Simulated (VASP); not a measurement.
Data:

```yaml
crystal:
  lattice:
    - [5.48389, 0.00000, 0.00000]
    - [-2.74194, 4.74918, 0.00000]
    - [0.00000, 0.00000, 4.30717]
  atoms:
    - { symbol: Cu, position: [0.15544, 0.84456, 0.75000] }
    - { symbol: Cu, position: [0.84456, 0.15544, 0.25000] }
    - { symbol: Cu, position: [0.31089, 0.15544, 0.25000] }
    - { symbol: Cu, position: [0.68911, 0.84456, 0.75000] }
    - { symbol: Cu, position: [0.15544, 0.31089, 0.75000] }
    - { symbol: Cu, position: [0.84456, 0.68911, 0.25000] }
    - { symbol: Sn, position: [0.33333, 0.66667, 0.25000] }
    - { symbol: Sn, position: [0.66667, 0.33333, 0.75000] }
```

Level of theory: r2SCAN meta-GGA, VASP's PBE PAW potentials (set 64) (plane waves; VASP 6.6.1). Settings: 400 eV cut-off, 7×7×8 Γ-centred mesh, tetrahedra with Blöchl corrections, potentials Cu Sn_d.

Unless said otherwise, spin-orbit coupling is left out, though it shifts the bands of the heavy elements here.

Q: Predict the energy per atom (σ→0), band gap (over mesh and band path) with the smallest direct gap where there is one.

A: 
```json
{
 "band gap (over mesh and band path)": "none (metal, semimetal or under 0.01 eV)",
 "energy per atom (σ→0)": "-1377.7 kJ/mol of atoms"
}
```

The structure comes from a computed database's Cu3Sn entry (P6_3/mmc); how it stands against other phases isn't given here. It was relaxed first.
